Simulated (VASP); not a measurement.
Given:

```xyz
2
Lattice="0.0000 2.3591 2.3591 2.3591 0.0000 2.3591 2.3591 2.3591 0.0000" Properties=species:S:1:pos:R:3 pbc="T T T"
B      0.0000     0.0000     0.0000
As     1.1795     1.1795     1.1795
```

Method: PBE0 hybrid, VASP's PBE PAW potentials (set 64) (plane waves; VASP). Run with 520 eV cut-off, 8×8×8 Γ-centred mesh, Gaussian smearing of 0.050 eV, potentials B As.

**Question.** Give the stress tensor in GPa (positive for a compressed cell).

**Answer.** 
```
5.11  0.00  0.00
0.00  5.11  0.00
0.00  0.00  5.11
```
The pressure is its mean diagonal, 5.11 GPa.

The compound is BAs in the zinc blende structure. This cell is one point of a volume scan, at 0.94 of the reference volume. The cell's shape comes from a PBE relaxation.
